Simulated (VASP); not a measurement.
Calculation: PBE GGA, VASP's PBE PAW potentials (set 64) (plane waves; VASP).

A VASP calculation is set up with these files.

**INCAR**
```
LASPH = .True.
EDIFF = 1E-6
SYSTEM = In
LWAVE = .False.
ISIF = 2
ENCUT = 240
LREAL = .False.
NELM = 100   ! most electronic steps
ALGO = Normal
GGA = PE   ! PBE
LMAXMIX = 4
PREC = Accurate
LCHARG = .False.
ISMEAR = 0   ! Gaussian
SIGMA = 0.272
```

POSCAR:
```
In
1
   -1.6199570000     1.6199570000     2.4779430000
    1.6199570000    -1.6199570000     2.4779430000
    1.6199570000     1.6199570000    -2.4779430000
In
1
Direct
  0.0000000000   0.0000000000   0.0000000000
```

File KPOINTS:
```
Automatic
0
gamma
11 11 11
```

POTCAR, in this order: In_d (PBE.64 set). Program: vasp_std.

At this cut-off the stress carries a Pulay error, which pulls relaxed volumes low. Unless said otherwise, spin-orbit coupling is left out, though it shifts the bands of the heavy elements here.

Problem. What does the run give for the energy per atom (σ→0), pressure, band gap (on the k-mesh)?

Solution. 
```yaml
energy per atom (σ→0): -2546 meV/atom
band gap (on the k-mesh): none (metal, semimetal or under 0.01 eV)
pressure: 1.40 GPa
```

**OSZICAR**
```
...
DAV:   4    -0.258180986229E+01   -0.24202E-01   -0.24199E-01  3164   0.532E+00
DAV:   5    -0.258272743272E+01   -0.91757E-03   -0.91755E-03  2974   0.873E-01    0.226E+00
DAV:   6    -0.256075933313E+01    0.21968E-01   -0.37060E-02  2822   0.379E+00    0.115E+00
DAV:   7    -0.255539151320E+01    0.53678E-02   -0.13115E-02  2904   0.215E+00    0.242E-01
DAV:   8    -0.255499636015E+01    0.39515E-03   -0.60772E-04  2808   0.459E-01    0.310E-02
DAV:   9    -0.255499948312E+01   -0.31230E-05   -0.86526E-06  3184   0.375E-02    0.902E-03
DAV:  10    -0.255499964077E+01   -0.15766E-06   -0.52479E-07  1572   0.978E-03
   1 F= -.25549996E+01 E0= -.25459848E+01  d E =-.180297E-01
```

The structure comes from a computed database's In entry; how it stands against other phases isn't given here. The cell was not relaxed at this level. The run is one of a series of settings (ENCUT = 240 against the base run), some of them coarse on purpose.
